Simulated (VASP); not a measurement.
```
SrVO3
1.0
    3.86375     0.00000     0.00000
    0.00000     3.86375     0.00000
    0.00000     0.00000     3.86375
Sr V O
1 1 3
Direct
  0.00000   0.00000   0.00000
  0.50000   0.50000   0.50000
  0.50000   0.00000   0.50000
  0.00000   0.50000   0.50000
  0.50000   0.50000   0.00000
```

Method: PBE GGA, VASP's PBE PAW potentials (set 64) (plane waves; VASP). Numerical set-up: 520 eV cut-off, 7×7×7 Γ-centred mesh, first-order Methfessel-Paxton smearing of 0.10 eV, potentials Sr_sv V_sv O.

**Question.** Estimate the energy per atom (σ→0), band gap (on the k-mesh) with the smallest direct gap where there is one.

**Answer.** 
```yaml
band gap (on the k-mesh): none (metal, semimetal or under 0.01 eV)
energy per atom (σ→0): -7.859 eV/atom
```

Total energies compare only between runs with the same potentials, cut-off and functional.

The compound is SrVO3 in the cubic perovskite structure. It was relaxed first. The start is the result of an earlier pass. The run is not spin-polarised, so no magnetic state was tried. The electron count is odd and the run is not spin-polarised, which forces a metal.
